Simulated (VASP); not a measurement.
Take BN (hex), without spin-orbit terms, in VASP with PAW potentials, and its band gap. Without a dispersion term in the relaxation, distances and binding between the weakly bound layers, chains or molecules are unreliable, and so is what depends on them.

**Question.** One run gives 4.24 eV. Which level is it?
A. AM05 (own cell)
B. LDA (own cell)
C. RPBE (own cell)
D. PBE-D3(BJ) (own cell)

**Answer.** D, PBE-D3(BJ) (own cell).  The others give 4.45 (RPBE (own cell) [volume +38 % from the start]), 4.46 (AM05 (own cell) [volume +17 % from the start]), 4.00 (LDA (own cell)).

Only levels that ran to the end are used. Left out are those held back, those with too coarse a band path, GW runs whose mesh misses a band edge, hybrids' fits of cells that aren't cubic and levels without matching references; a question may draw on a part of the rest.

The compound is BN in the hex structure.
